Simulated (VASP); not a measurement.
Input:

```xyz
3
Lattice="2.0193 -3.4975 0.0000 2.0193 3.4975 0.0000 0.0000 0.0000 6.7355" Properties=species:S:1:pos:R:3 pbc="T T T"
Mg     0.0000     0.0000     0.0000
I      2.0193     1.1658     1.6406
I      2.0193    -1.1658     5.0949
```

These are PBE GGA with D3 dispersion (Becke-Johnson damping), VASP's PBE PAW potentials (set 64) (plane waves; VASP) values and carry that method's errors. Numerical set-up: 520 eV cut-off, 6×6×4 Γ-centred mesh, Gaussian smearing of 0.050 eV, potentials Mg I.

### Question
The ions and cell shape at fixed volume are relaxed. Give the cell that the relaxation ends in.

### Answer

```xyz
3
Lattice="2.0370 -3.5283 0.0000 2.0370 3.5283 0.0000 0.0000 0.0000 6.6184" Properties=species:S:1:pos:R:3 pbc="T T T"
Mg     0.0000     0.0000     6.6184
I      2.0370     1.1761     1.6730
I      2.0370    -1.1761     4.9455
```
Space group P-3m1 (164), at a tolerance of 0.03 Å.

### Question
How much energy does the relaxation gain?

### Answer
The energy (σ→0) changes by -7.6 meV/atom, in 5 ionic steps.

```
step  E(σ→0) (eV)  max force (eV/Å)  pressure (GPa)  volume (Å³)
----  -----------  ----------------  --------------  -----------
1         -8.5860             0.352            2.24        95.14
2         -8.5962             0.242            1.92        95.14
3         -8.6062             0.007            1.23        95.14
4         -8.6081             0.000            1.18        95.14
5         -8.6087             0.007            1.13        95.14
```

The compound is MgI2 in the 1T layered structure. This cell is one point of a volume scan, at 0.94 of the reference volume. Symmetry was kept, so distortions that lower it aren't found.
